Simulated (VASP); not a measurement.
Calculation: HSE06 screened hybrid, VASP's PBE PAW potentials (set 64) (plane waves; VASP).

VASP input:

INCAR:
```
SYSTEM = Mg32O32
PREC = Normal
ENCUT = 400
EDIFF = 1E-5
NELM = 50
ALGO = Normal
LREAL = Auto
LASPH = .TRUE.
ISMEAR = 0
SIGMA = 0.05
GGA = PE
LWAVE = .FALSE.
LCHARG = .FALSE.
NELMIN = 4
HFSCREEN = 0.2
AEXX = 0.25
LHFCALC = .TRUE.
PRECFOCK = Fast
ISYM = 3
ISIF = 0
LVHAR = .TRUE.
```

### POSCAR
```
Mg32O32
16.9739180
  0.5000000009   0.0000000000   0.0000000000
  0.0000000000   0.5000000009   0.0000000000
  0.0000000000   0.0000000000   0.5000000009
Mg O
32 32
Cartesian
  0.2500000005   0.0000000000   0.0000000000
  0.3750000007   0.1250000002   0.0000000000
  0.3750000007   0.0000000000   0.1250000002
  0.0000000000   0.0000000000   0.0000000000
  0.1250000002   0.1250000002   0.0000000000
  0.2500000005   0.2500000005   0.0000000000
  0.3750000007   0.3750000007   0.0000000000
  0.1250000002   0.0000000000   0.1250000002
  0.2500000005   0.1250000002   0.1250000002
  0.3750000007   0.2500000005   0.1250000002
  0.2500000005   0.0000000000   0.2500000005
  0.3750000007   0.1250000002   0.2500000005
  0.3750000007   0.0000000000   0.3750000007
  0.0000000000   0.2500000005   0.0000000000
  0.1250000002   0.3750000007   0.0000000000
  0.0000000000   0.1250000002   0.1250000002
  0.1250000002   0.2500000005   0.1250000002
  0.2500000005   0.3750000007   0.1250000002
  0.0000000000   0.0000000000   0.2500000005
  0.1250000002   0.1250000002   0.2500000005
  0.2500000005   0.2500000005   0.2500000005
  0.3750000007   0.3750000007   0.2500000005
  0.1250000002   0.0000000000   0.3750000007
  0.2500000005   0.1250000002   0.3750000007
  0.3750000007   0.2500000005   0.3750000007
  0.0000000000   0.3750000007   0.1250000002
  0.0000000000   0.2500000005   0.2500000005
  0.1250000002   0.3750000007   0.2500000005
  0.0000000000   0.1250000002   0.3750000007
  0.1250000002   0.2500000005   0.3750000007
  0.2500000005   0.3750000007   0.3750000007
  0.0000000000   0.3750000007   0.3750000007
  0.3750000007   0.1250000002   0.1250000002
  0.0000000000   0.2500000005   0.1250000002
  0.0000000000   0.1250000002   0.2500000005
  0.1250000002   0.1250000002   0.1250000002
  0.2500000005   0.2500000005   0.1250000002
  0.3750000007   0.3750000007   0.1250000002
  0.0000000000   0.0000000000   0.1250000002
  0.2500000005   0.1250000002   0.2500000005
  0.3750000007   0.2500000005   0.2500000005
  0.0000000000   0.3750000007   0.2500000005
  0.3750000007   0.1250000002   0.3750000007
  0.0000000000   0.2500000005   0.3750000007
  0.0000000000   0.1250000002   0.0000000000
  0.1250000002   0.3750000007   0.1250000002
  0.2500000005   0.0000000000   0.1250000002
  0.1250000002   0.2500000005   0.2500000005
  0.2500000005   0.3750000007   0.2500000005
  0.3750000007   0.0000000000   0.2500000005
  0.1250000002   0.1250000002   0.3750000007
  0.2500000005   0.2500000005   0.3750000007
  0.3750000007   0.3750000007   0.3750000007
  0.0000000000   0.0000000000   0.3750000007
  0.2500000005   0.1250000002   0.0000000000
  0.3750000007   0.2500000005   0.0000000000
  0.0000000000   0.3750000007   0.0000000000
  0.1250000002   0.0000000000   0.2500000005
  0.1250000002   0.3750000007   0.3750000007
  0.2500000005   0.0000000000   0.3750000007
  0.1250000002   0.2500000005   0.0000000000
  0.2500000005   0.3750000007   0.0000000000
  0.3750000007   0.0000000000   0.0000000000
  0.1250000002   0.0000000000   0.0000000000
```

File KPOINTS:
```
Automatic mesh
0
G
 1 1 1
0 0 0
```

POTCAR, in this order: Mg O (PBE.64 set). Program: vasp_gam. Read from the step before: WAVECAR.

The supercell is sampled at Γ alone, which is coarse: total energies, pressure and levels can be off, energies of defects by several tenths of an eV.

Predict the energy per atom (σ→0).

```json
{
  "energy per atom (σ→0)": "-7.128 eV/atom"
}
```

### OSZICAR
```
...
DAV:   4    -0.456201348848E+03    0.43026E-02   -0.45755E-03   363   0.149E-01    0.435E-01
DAV:   5    -0.456199833285E+03    0.15156E-02   -0.47166E-04   332   0.801E-02    0.257E-01
DAV:   6    -0.456199290210E+03    0.54307E-03   -0.22585E-04   331   0.606E-02    0.145E-01
DAV:   7    -0.456199111448E+03    0.17876E-03   -0.67955E-05   331   0.337E-02    0.836E-02
DAV:   8    -0.456199049752E+03    0.61696E-04   -0.22680E-05   211   0.186E-02    0.501E-02
DAV:   9    -0.456199029400E+03    0.20352E-04   -0.11671E-05   180   0.129E-02    0.301E-02
DAV:  10    -0.456199022413E+03    0.69868E-05   -0.34808E-06   179   0.689E-03
   1 F= -.45619902E+03 E0= -.45619902E+03  d E =-.107711E-14
```

The cell is a supercell, built from MgO (rock salt). The cell's shape comes from a PBE relaxation.
